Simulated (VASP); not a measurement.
```yaml
crystal:
  lattice:
    - [1.59623, -2.76476, 0.00000]
    - [1.59623, 2.76476, 0.00000]
    - [0.00000, 0.00000, 5.04250]
  atoms:
    - { symbol: Hf, position: [0.33333, 0.66667, 0.25000] }
    - { symbol: Hf, position: [0.66667, 0.33333, 0.75000] }
```

Level of theory: r2SCAN meta-GGA, VASP's PBE PAW potentials (set 64) (plane waves; VASP). Settings: 520 eV cut-off, 15×15×8 Γ-centred mesh, tetrahedra with Blöchl corrections, potentials Hf_pv.

Give the energies of bands 7 to 13 at the high-symmetry points, in eV from the Fermi level.

| band | Γ | M | K | A | L | H |
|---|---|---|---|---|---|---|
| 7 | -7.79 | -3.52 | -2.23 | -5.71 | -3.56 | -1.77 |
| 8 | -3.87 | -2.88 | -1.97 | -5.71 | -3.56 | -1.77 |
| 9 | 0.42 | -2.35 | -1.97 | 0.14 | -1.04 | -1.60 |
| 10 | 1.32 | -1.03 | -1.60 | 0.14 | -1.04 | -1.60 |
| 11 | 1.32 | 0.92 | 0.43 | 1.22 | 1.08 | -0.35 |
| 12 | 1.64 | 0.95 | 0.43 | 1.22 | 1.08 | -0.35 |
| 13 | 2.20 | 1.82 | 2.24 | 1.22 | 2.87 | 2.78 |

It has no gap at this level: it comes out as a metal or semimetal.

The compound is Hf in the hcp structure. It was relaxed first.
